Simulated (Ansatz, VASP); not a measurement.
Given: the input of a run of VASP 6.6.1 on RuSe. The cell comes from a database or a generator and needn't be the stable form of this composition.

Contents of INCAR:

```
SYSTEM = RuSe
PREC = Accurate
ENCUT = 600
EDIFF = 1E-7
ISMEAR = -1
SIGMA = 0.05
LREAL = .FALSE.
LASPH = .TRUE.
NELM = 80
ALGO = Normal
ISIF = 3
LWAVE = .FALSE.
LCHARG = .FALSE.
GGA = B5
ALDAX = 1.0
AGGAX = 1.0
AGGAC = 1.0
ALDAC = 0.0
IBRION = 2
NSW = 40
EDIFFG = -0.01
```

Contents of KPOINTS:

```
regular mesh
0
G
  8 8 8
  0 0 0
```

The input POSCAR:

```
RuSe
1.0
    3.1876923100      0.0000000000      0.0000000000
    0.0000000000      3.1876923100      0.0000000000
    0.0000000000      0.0000000000      3.1876923100
Ru Se
1 1
Direct
    0.0000000000      0.0000000000      0.0000000000
    0.5000000000      0.5000000000      0.5000000000
```

Potentials or basis: VASP PAW PBE potentials, release 64 (Ru_pv, Se).

Run with:

```sh
$ cat potpaw_PBE.64/Ru_pv/POTCAR potpaw_PBE.64/Se/POTCAR > POTCAR
$ mpirun -np 1 vasp_std > vasp.out
```

Problem. Set up the same calculation for Ansatz 0.2.0. Potentials or basis there: Ansatz PAW, cutoff 420 eV.

Solution. As run (cutoffs and basis follow the program's own potentials, and thresholds, step limits or extra output files can differ):

Contents of input.yaml:

```yaml
crystal:
  lattice:
    - [3.18769231, 0.0, 0.0]
    - [0.0, 3.18769231, 0.0]
    - [0.0, 0.0, 3.18769231]
  atoms:
    - { symbol: Ru, position: [0.0, 0.0, 0.0] }
    - { symbol: Se, position: [0.5, 0.5, 0.5] }
hamiltonian:
  xc: blyp
  pseudopotentials: { kind: paw }
kpoints:
  mp_grid: { grid: [8, 8, 8] }
scf:
  occupations: { method: fermi_dirac, width: 0.05 }
output:
  forces: true
  stress: true
  eigenvalues: true
relax:
  f_tol: 0.01
  max_steps: 40
  cell: { stress_tol: 0.05 }
```

Potentials or basis: Ansatz PAW.

The run is started by

```sh
$ ansatz run input.yaml --threads 2 --pin off --max-ram 5632MiB --backend cpu --events-out ev --progress --plain --runs-dir out
```

Both were run:

|  | VASP | Ansatz |
| --- | --- | --- |
| Relaxed volume | 16.50 Å³/atom | 16.45 Å³/atom |
| Relaxed cell | a = 3.208 Å, b = 3.208 Å, c = 3.208 Å, α = 90.00°, β = 90.00°, γ = 90.00° | a = 3.204 Å, b = 3.204 Å, c = 3.204 Å, α = 90.00°, β = 90.00°, γ = 90.00° |
| Space group after relaxing | Pm-3m (No. 221) | Pm-3m (No. 221) |
| Pressure after relaxing | 0.0 GPa | 0.0 GPa |

Ansatz's pressure holds a Pulay term of +0.04 GPa for its cutoff of 420 eV, which the other run lacks.

The potentials hold 20 and 32 valence electrons a cell.

VASP's potentials were made for PBE. Ansatz's potentials were made for PBE.

Where Ansatz's input types no cutoff or centring, it takes its own default and a Γ-centred mesh.

Pressure is positive in compression.
